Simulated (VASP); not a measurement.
Here is the system:

```yaml
crystal:
  lattice:
    - [4.42974, 0.00000, 0.00000]
    - [0.00000, 4.42974, 0.00000]
    - [0.00000, 0.00000, 2.91583]
  atoms:
    - { symbol: Cr, position: [0.00000, 0.00000, 0.00000], spin: 2.1 }
    - { symbol: Cr, position: [0.50000, 0.50000, 0.50000], spin: 2.1 }
    - { symbol: O, position: [0.30329, 0.30329, 0.00000], spin: -0.1 }
    - { symbol: O, position: [0.80329, 0.19671, 0.50000], spin: -0.1 }
    - { symbol: O, position: [0.19671, 0.80329, 0.50000], spin: -0.1 }
    - { symbol: O, position: [0.69671, 0.69671, 0.00000], spin: -0.1 }
```

These are PBE GGA with D3 dispersion (zero damping), VASP's PBE PAW potentials (set 64) (plane waves; VASP) values and carry that method's errors. Run with 520 eV cut-off, 8×8×12 Γ-centred mesh, tetrahedra with Blöchl corrections, potentials Cr_pv O.

The cores are frozen, which limits the accuracy of field gradients.

Give the principal components of the electric field gradient (V/Å²) and the asymmetry η at each nucleus.

```json
[
 {"atom": "Cr1", "Vxx": "32.4", "Vyy": "13.7", "Vzz": "-46.2", "η": "0.40"},
 {"atom": "Cr2", "Vxx": "32.4", "Vyy": "13.7", "Vzz": "-46.2", "η": "0.40"},
 {"atom": "O3", "Vxx": "-22.5", "Vyy": "-3.6", "Vzz": "26.1", "η": "0.72"},
 {"atom": "O4", "Vxx": "-22.5", "Vyy": "-3.6", "Vzz": "26.1", "η": "0.72"},
 {"atom": "O5", "Vxx": "-22.5", "Vyy": "-3.6", "Vzz": "26.1", "η": "0.72"},
 {"atom": "O6", "Vxx": "-22.5", "Vyy": "-3.6", "Vzz": "26.1", "η": "0.72"}
]
```

The compound is CrO2 in the rutile structure. It was relaxed first.
